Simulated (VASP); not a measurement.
# MgSc2Se4: structure and properties in VASP, part 6 of 8

What structure does MgSc2Se4 take at this level, and what are its properties? The start is a computed cell from the Materials Project.

VASP 6.6.1; PBEsol; plane waves and PAW (Mg, Sc_sv, Se).

So far, gap on the k-mesh (eV): step 2 (relaxing cell and atoms (PBEsol)) 0.993; step 3 (second relaxation) 0.993; step 4 (single point with fields (PBEsol)) 0.993; step 6 (total and projected DOS (PBEsol)) 0.994; step 7 (field gradients at the nuclei (PBEsol)) 0.993.

## 8. Optical spectrum (PBEsol)

LOPTICS sums transitions from filled to empty bands. The mesh is finer than in the run before. NBANDS is raised for it.

File INCAR:

```
SYSTEM = MgSc2Se4
PREC = Accurate
ENCUT = 400
EDIFF = 1E-06
NELM = 100
ISMEAR = 0
SIGMA = 0.05
LREAL = .FALSE.
ALGO = Normal
GGA = PS
NBANDS = 160
LASPH = .TRUE.
LORBIT = 11
LWAVE = .FALSE.
LCHARG = .FALSE.
KPAR = 8
LOPTICS = .TRUE.
NEDOS = 1500
CSHIFT = 0.1
```

File POSCAR:

```
MgSc2Se4
1.0
    0.0000000000      5.5479961736      5.5479961736
    5.5479961736      0.0000000000      5.5479961736
    5.5479961736      5.5479961736      0.0000000000
Mg Sc Se
2 4 8
Direct
    0.2500000000      0.2500000000      0.2500000000
    0.0000000000      0.0000000000      0.0000000000
    0.1250000000      0.6250000000      0.6250000000
    0.6250000000      0.1250000000      0.6250000000
    0.6250000000      0.6250000000      0.1250000000
    0.6250000000      0.6250000000      0.6250000000
    0.8515504643      0.3828165152      0.3828165152
    0.3828165152      0.8515504643      0.3828165152
    0.3828165152      0.3828165152      0.8515504643
    0.3828165152      0.3828165152      0.3828165152
    0.3984495357      0.8671834848      0.8671834848
    0.8671834848      0.3984495357      0.8671834848
    0.8671834848      0.8671834848      0.3984495357
    0.8671834848      0.8671834848      0.8671834848
```

File KPOINTS:

```
Automatic mesh
0
Gamma
5 5 5
0 0 0
```

Potentials, in the order of the species: Mg, Sc_sv and Se (PBE family, release 64).

Started as:

```sh
$ mpirun -np 8 vasp_std
```

The program printed:

```text
[... set-up lines as in an earlier step ...]
 entering main loop
       N       E                     dE             d eps       ncg     rms          rms(c)
DAV:   1     0.915378234857E+03    0.91538E+03   -0.28426E+04  3272   0.446E+02
DAV:   2    -0.806629930944E+01   -0.92344E+03   -0.84152E+03  3304   0.173E+02
DAV:   3    -0.884236300148E+02   -0.80357E+02   -0.76700E+02  3864   0.581E+01
DAV:   4    -0.917150384756E+02   -0.32914E+01   -0.32662E+01  4864   0.131E+01
DAV:   5    -0.917781819703E+02   -0.63143E-01   -0.63124E-01  4776   0.177E+00    0.175E+01
DAV:   6    -0.830999926107E+02    0.86782E+01   -0.35352E+00  4808   0.114E+01    0.660E+00
DAV:   7    -0.827095094518E+02    0.39048E+00   -0.10521E+00  4776   0.209E+00    0.387E+00
DAV:   8    -0.826598573660E+02    0.49652E-01   -0.99307E-02  4928   0.123E+00    0.117E+00
DAV:   9    -0.826582463129E+02    0.16111E-02   -0.31531E-02  4800   0.109E+00    0.585E-01
DAV:  10    -0.826571668516E+02    0.10795E-02   -0.12996E-02  4504   0.902E-01    0.462E-01
DAV:  11    -0.826516582877E+02    0.55086E-02   -0.35226E-03  4544   0.437E-01    0.103E-01
DAV:  12    -0.826517823013E+02   -0.12401E-03   -0.82207E-04  4640   0.699E-02    0.378E-02
DAV:  13    -0.826518307496E+02   -0.48448E-04   -0.25518E-05  3536   0.123E-02    0.251E-02
DAV:  14    -0.826518291257E+02    0.16239E-05   -0.15305E-05  4784   0.229E-02    0.108E-02
DAV:  15    -0.826518288227E+02    0.30304E-06   -0.25127E-06  4616   0.551E-03
   1 F= -.82651829E+02 E0= -.82651829E+02  d E =-.809399E-11
 optical routines
 imaginary and real dielectric function
 recalculating local potential from charge density
 direction            1
 direction            2
 direction            3
```

Run time: 3.1 min. Hardware: 8 MPI ranks of AMD EPYC 7R43, shared host; peak memory 5.1 GiB.

Parts of OUTCAR (step 8):

```text
   k-points           NKPTS =     10   k-points in BZ     NKDIM =     10   number of bands    NBANDS=    160

   NELECT =      96.0000    total number of electrons

 E-fermi :   2.6729

 k-point     1 :       0.0000    0.0000    0.0000
  band No.  band energies     occupation
    ...
     44       1.4418      2.00000
     45       1.4418      2.00000
     46       2.4593      2.00000
     47       2.4593      2.00000
     48       2.4593      2.00000
     49       3.4526      0.00000
     50       3.7334      0.00000
     51       3.7334      0.00000
     52       4.5777      0.00000
     53       4.5777      0.00000
    ...

  Total       -0.0155962     -0.0155962     -0.0155962      0.0000000      0.0000000      0.0000000
  in kB       -0.0731628     -0.0731628     -0.0731628      0.0000000      0.0000000      0.0000000
  external PRESSURE =      -0.0731628 kB  Pullay stress =       0.0000000 kB

 POSITION                                       TOTAL-FORCE (eV/Angst)
 -----------------------------------------------------------------------------------
      2.77400      2.77400      2.77400        -0.000000     -0.000000     -0.000000
      0.00000      0.00000      0.00000        -0.000000     -0.000000     -0.000000
      6.93500      4.16100      4.16100        -0.000000     -0.000000     -0.000000
      4.16100      6.93500      4.16100        -0.000000     -0.000000     -0.000000
      4.16100      4.16100      6.93500        -0.000000     -0.000000     -0.000000
      6.93500      6.93500      6.93500        -0.000000     -0.000000     -0.000000
      4.24773      6.84826      6.84826         0.000781     -0.000781     -0.000781
      6.84826      4.24773      6.84826        -0.000781      0.000781     -0.000781
      6.84826      6.84826      4.24773        -0.000781     -0.000781      0.000781
      4.24773      4.24773      4.24773         0.000781      0.000781      0.000781
      9.62226      7.02173      7.02173        -0.000781      0.000781      0.000781
      7.02173      9.62226      7.02173         0.000781     -0.000781      0.000781
      7.02173      7.02173      9.62226         0.000781      0.000781     -0.000781
      9.62226      9.62226      9.62226        -0.000781     -0.000781     -0.000781
 -----------------------------------------------------------------------------------
    total drift:                               -0.000000     -0.000000      0.000000

  FREE ENERGIE OF THE ION-ELECTRON SYSTEM (eV)
  ---------------------------------------------------
  free  energy   TOTEN  =       -82.6518288227 eV

  energy  without entropy=      -82.6518288227  energy(sigma->0) =      -82.65182882

 plasma frequency squared (from intraband transitions) (eV^2)
  --------------------------------------------------------------------------------------
       0.000       0.000       0.000
       0.000       0.000      -0.000
       0.000       0.000       0.000

[... 8 parts as in an earlier step ...]

[... 8 further parts left out ...]
```

These are independent-particle spectra without excitons or local fields. Their onset and peaks carry the functional's gap error, and fine structure and low peaks depend on the mesh and on CSHIFT.

This step gave:

```
SCF cycles                     : 15
bands                          : 160
irreducible k-points           : 10
free energy (TOTEN)            : -82.6518 eV
Fermi energy                   : 2.673 eV
pressure                       : -0.007316 GPa
gap on the k-mesh              : 0.9933 eV
least direct gap on the k-mesh : 0.9933 eV
```

The imaginary dielectric function, xx has structure finer than the step of the table below, so its rows give means over 0.5 eV, whole bins alone (the curve runs from 0 to 25.0 eV). Peaks (eV: height): 2.36: 9.78, 4.43: 10.7.

The imaginary dielectric function, xx by photon energy; means over each step:

photon energy (eV), imaginary dielectric function, xx and a bar:
```
      0.5        0.1 
      1.0        0.2 #
      1.5        0.8 ##
      2.0        3.3 ##########
      2.5        8.8 ##########################
      3.0        6.4 ###################
      3.5        5.6 ################
      4.0        8.0 ########################
      4.5       10.2 ##############################
      5.0        8.5 #########################
      5.5        7.7 ######################
      6.0        6.5 ###################
      6.5        4.6 #############
      7.0        4.6 #############
      7.5        4.6 #############
      8.0        4.4 #############
      8.5        3.6 ###########
      9.0        3.9 ###########
      9.5        4.0 ############
     10.0        3.0 #########
     10.5        2.6 ########
     11.0        2.3 #######
     11.5        1.9 ######
     12.0        1.7 #####
     12.5        1.4 ####
     13.0        1.0 ###
     13.5        1.0 ###
     14.0        0.8 ##
     14.5        0.8 ##
     15.0        0.6 ##
     15.5        0.5 #
     16.0        0.4 #
     16.5        0.4 #
     17.0        0.4 #
     17.5        0.3 #
     18.0        0.3 #
     18.5        0.3 #
     19.0        0.3 #
     19.5        0.3 #
     20.0        0.2 
     20.5        0.2 
     21.0        0.2 
     21.5        0.1 
     22.0        0.1 
     22.5        0.1 
     23.0        0.1 
     23.5        0.1 
     24.0        0.1 
     24.5        0.0
```

The real dielectric function, xx by photon energy:

| photon energy (eV) | real dielectric function, xx |
| --- | --- |
| 0.0 | 8.65 |
| 0.5 | 8.81 |
| 1.0 | 9.38 |
| 1.5 | 10.7 |
| 2.0 | 13.2 |
| 2.5 | 8.68 |
| 3.0 | 5.70 |
| 3.5 | 7.13 |
| 4.0 | 7.97 |
| 4.5 | 3.97 |
| 5.0 | 1.41 |
| 5.5 | 1.48 |
| 6.0 | -1.35 |
| 6.5 | 0.00938 |
| 7.0 | 0.514 |
| 7.5 | 0.347 |
| 8.0 | -0.622 |
| 8.5 | -0.478 |
| 9.0 | -0.102 |
| 9.5 | -0.928 |
| 10.0 | -1.37 |
| 10.5 | -1.14 |
| 11.0 | -1.05 |
| 11.5 | -1.19 |
| 12.0 | -1.20 |
| 12.5 | -1.09 |
| 13.0 | -0.948 |
| 13.5 | -0.734 |
| 14.0 | -0.554 |
| 14.5 | -0.424 |
| 15.0 | -0.466 |
| 15.5 | -0.280 |
| 16.0 | -0.193 |
| 16.5 | -0.106 |
| 17.0 | 0.00311 |
| 17.5 | 0.0608 |
| 18.0 | 0.135 |
| 18.5 | 0.155 |
| 19.0 | 0.197 |
| 19.5 | 0.225 |
| 20.0 | 0.273 |
| 20.5 | 0.311 |
| 21.0 | 0.356 |
| 21.5 | 0.401 |
| 22.0 | 0.451 |
| 22.5 | 0.471 |
| 23.0 | 0.498 |
| 23.5 | 0.532 |
| 24.0 | 0.572 |
| 24.5 | 0.613 |

The mean of ε2 over directions passes 5 % of its top at 1.44 eV, against a least direct gap of 0.99 eV on this mesh, so the first direct transitions are weak, forbidden or few.

## 9. Volume scan with PBEsol, volume scale 0.94

An equation of state needs energies on both sides of the minimum, all on one mesh and cutoff.

Changes to INCAR since step 8:

```diff
@@ -10,3 +10,3 @@
 GGA = PS
-NBANDS = 160
+NBANDS = 62
 LASPH = .TRUE.
@@ -16,4 +16,2 @@
 KPAR = 8
-LOPTICS = .TRUE.
-NEDOS = 1500
-CSHIFT = 0.1
+ISIF = 2
```

Changes to POSCAR since step 8:

```diff
@@ -2,5 +2,5 @@
 1.0
-    0.0000000000      5.5479961736      5.5479961736
-    5.5479961736      0.0000000000      5.5479961736
-    5.5479961736      5.5479961736      0.0000000000
+    0.0000000000      5.4347399829      5.4347399829
+    5.4347399829      0.0000000000      5.4347399829
+    5.4347399829      5.4347399829      0.0000000000
 Mg Sc Se
```

File KPOINTS:

```
Automatic mesh
0
Gamma
4 4 4
0 0 0
```

Started as:

```sh
$ mpirun -np 8 vasp_std
```

The program printed:

```text
[... set-up lines as in an earlier step ...]
 entering main loop
       N       E                     dE             d eps       ncg     rms          rms(c)
DAV:   1     0.123502729400E+04    0.12350E+04   -0.34913E+04  1040   0.116E+03
DAV:   2     0.105879791259E+03   -0.11291E+04   -0.10992E+04  1120   0.481E+02
DAV:   3    -0.780926093424E+02   -0.18397E+03   -0.17173E+03  1656   0.176E+02
DAV:   4    -0.905553447235E+02   -0.12463E+02   -0.12368E+02  1600   0.567E+01
DAV:   5    -0.908033004720E+02   -0.24796E+00   -0.24728E+00  1600   0.117E+01    0.190E+01
DAV:   6    -0.828203915775E+02    0.79829E+01   -0.25473E+01  1560   0.293E+01    0.787E+00
DAV:   7    -0.824044312537E+02    0.41596E+00   -0.18457E+00  1416   0.603E+00    0.378E+00
DAV:   8    -0.823566139971E+02    0.47817E-01   -0.34838E-01  1464   0.248E+00    0.990E-01
DAV:   9    -0.823579749635E+02   -0.13610E-02   -0.55347E-02  1528   0.140E+00    0.445E-01
DAV:  10    -0.823574894726E+02    0.48549E-03   -0.14466E-02  1472   0.829E-01    0.268E-01
DAV:  11    -0.823575000038E+02   -0.10531E-04   -0.45595E-03  1496   0.463E-01    0.583E-02
DAV:  12    -0.823575279284E+02   -0.27925E-04   -0.40006E-04  1432   0.111E-01    0.511E-02
DAV:  13    -0.823575877650E+02   -0.59837E-04   -0.27806E-04  1512   0.789E-02    0.781E-02
DAV:  14    -0.823575654443E+02    0.22321E-04   -0.10289E-04  1488   0.650E-02    0.417E-02
DAV:  15    -0.823575623130E+02    0.31313E-05   -0.14078E-05  1280   0.187E-02    0.691E-03
DAV:  16    -0.823575630044E+02   -0.69140E-06   -0.11191E-06   800   0.658E-03
   1 F= -.82357563E+02 E0= -.82357563E+02  d E =-.428474E-13
```

Elapsed: 38 s, on 8 MPI ranks; peak memory 3 GiB.

Parts of OUTCAR (step 9):

```text
   ENCUT  =  400.0 eV  29.40 Ry    5.42 a.u.  12.53 12.53 12.53*2*pi/ulx,y,z

   NELECT =      96.0000    total number of electrons

 E-fermi :   3.2231

 k-point     1 :       0.0000    0.0000    0.0000
  band No.  band energies     occupation
    ...
     44       1.8696      2.00000
     45       1.8696      2.00000
     46       2.9774      2.00000
     47       2.9774      2.00000
     48       2.9774      2.00000
     49       3.8930      0.00000
     50       4.1511      0.00000
     51       4.1511      0.00000
     52       5.1055      0.00000
     53       5.1055      0.00000
    ...

  Total        9.3600514      9.3600514      9.3600514     -0.0000000      0.0000000     -0.0000000
  in kB       46.7113594     46.7113594     46.7113594     -0.0000000      0.0000000     -0.0000000
  external PRESSURE =      46.7113594 kB  Pullay stress =       0.0000000 kB

 POSITION                                       TOTAL-FORCE (eV/Angst)
 -----------------------------------------------------------------------------------
      2.71737      2.71737      2.71737         0.000000      0.000000      0.000000
      0.00000      0.00000      0.00000         0.000000      0.000000      0.000000
      6.79342      4.07605      4.07605         0.000000      0.000000      0.000000
      4.07605      6.79342      4.07605         0.000000      0.000000      0.000000
      4.07605      4.07605      6.79342         0.000000      0.000000      0.000000
      6.79342      6.79342      6.79342         0.000000      0.000000      0.000000
      4.16102      6.70846      6.70846        -0.147598      0.147598      0.147598
      6.70846      4.16102      6.70846         0.147598     -0.147598      0.147598
      6.70846      6.70846      4.16102         0.147598      0.147598     -0.147598
      4.16102      4.16102      4.16102        -0.147598     -0.147598     -0.147598
      9.42583      6.87839      6.87839         0.147598     -0.147598     -0.147598
      6.87839      9.42583      6.87839        -0.147598      0.147598     -0.147598
      6.87839      6.87839      9.42583        -0.147598     -0.147598      0.147598
      9.42583      9.42583      9.42583         0.147598      0.147598      0.147598
 -----------------------------------------------------------------------------------
    total drift:                               -0.000000     -0.000000      0.000000

  FREE ENERGIE OF THE ION-ELECTRON SYSTEM (eV)
  ---------------------------------------------------
  free  energy   TOTEN  =       -82.3575630044 eV

  energy  without entropy=      -82.3575630044  energy(sigma->0) =      -82.35756300

[... 4 parts as in an earlier step ...]

[... 12 further parts left out ...]
```

The scan keeps the cell's shape and the fractional positions fixed.

This step gave:

| Quantity | Value |
| --- | --- |
| SCF cycles | 16 |
| bands | 62 |
| irreducible k-points | 8 |
| free energy (TOTEN) | -82.3576 eV |
| Fermi energy | 3.223 eV |
| pressure | 4.671 GPa |
| gap on the k-mesh | 0.9156 eV |
| least direct gap on the k-mesh | 0.9156 eV |

Force by atom:

| atom | x (eV/Å) | y (eV/Å) | z (eV/Å) | size |
| --- | --- | --- | --- | --- |
| Mg1 | 0.000 | 0.000 | 0.000 | 0.000 |
| Mg2 | 0.000 | 0.000 | 0.000 | 0.000 |
| Sc3 | 0.000 | 0.000 | 0.000 | 0.000 |
| Sc4 | 0.000 | 0.000 | 0.000 | 0.000 |
| Sc5 | 0.000 | 0.000 | 0.000 | 0.000 |
| Sc6 | 0.000 | 0.000 | 0.000 | 0.000 |
| Se7 | -0.148 | 0.148 | 0.148 | 0.256 |
| Se8 | 0.148 | -0.148 | 0.148 | 0.256 |
| Se9 | 0.148 | 0.148 | -0.148 | 0.256 |
| Se10 | -0.148 | -0.148 | -0.148 | 0.256 |
| Se11 | 0.148 | -0.148 | -0.148 | 0.256 |
| Se12 | -0.148 | 0.148 | -0.148 | 0.256 |
| Se13 | -0.148 | -0.148 | 0.148 | 0.256 |
| Se14 | 0.148 | 0.148 | 0.148 | 0.256 |

The pressure here is 4.67 GPa.

(Part 6 of 8 ends here.)

[Lines on the potential files, build, host, timing and source positions are cut from VASP's logs without a mark.]

[Logs are printed without paths, hosts, clocks, repeated set-up lines and the standing remarks that a program may print on its own settings, such as how far it seeks lower states.]

[Hosts, paths, dates, database ids (printed as entryN), source tags and the programs' standing remarks are cut or masked in the printed files.]

[A measured line is paired with the nearest computed mode of its activity, which favours agreement.]

[In band tables of VASP the shares of atoms and orbitals are scaled to a sum of 1 inside the atoms' spheres.]
